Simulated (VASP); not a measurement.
Input of a VASP 6.6.1 run:

File INCAR:

```
SYSTEM = KTaSe2
  PREC = Accurate
  ENCUT = 520
  EDIFF = 1E-7
  ISMEAR = -1
  SIGMA = 0.1
  LREAL = .False.
  LASPH = .True.
  NELM = 80
  ALGO = Normal
  ISIF = 2
  LWAVE = .False.
  LCHARG = .True.
  GGA = AM
  IVDW = 13
  LVHAR = .True.
```

KPOINTS

```
regular mesh
0
Gamma
  8 8 4
  0 0 0
```

POSCAR

```
KTaSe2
4.0899
    0.999996664955      0.000000000000      0.000000000000
   -0.499998332478      0.866022516443      0.000000000000
    0.000000000000      0.000000000000      1.692546776205
K Ta Se
1 1 2
Direct
    0.0000000000      0.0000000000      0.0000000000
    0.0000000000      0.0000000000      0.5000000000
    0.3333333300      0.6666666700      0.2321215300
    0.6666666700      0.3333333300      0.7678784700
```

Potentials or basis: VASP PAW PBE potentials, release 64 (K_sv, Ta_pv, Se).

Run with:

```bash
$ cat potpaw_PBE.64/K_sv/POTCAR potpaw_PBE.64/Ta_pv/POTCAR potpaw_PBE.64/Se/POTCAR > POTCAR
$ mpirun -np 1 vasp_std > vasp.out
```

(1) Predict the dispersion energy per atom.

(2) What does it give for the band gap on the k mesh?

(3) What does it give for the largest force?

(4) Estimate the pressure.

## Answers

(1) -0.146 eV.

(2) none (metal or under the smearing width).

(3) 4.270 eV/Å.

(4) -8.2 GPa.

Caveat: the PAW data sets were made with another functional, which shifts forces and pressure a little; pairwise dispersion overbinds metals, which lowers pressure and volume.
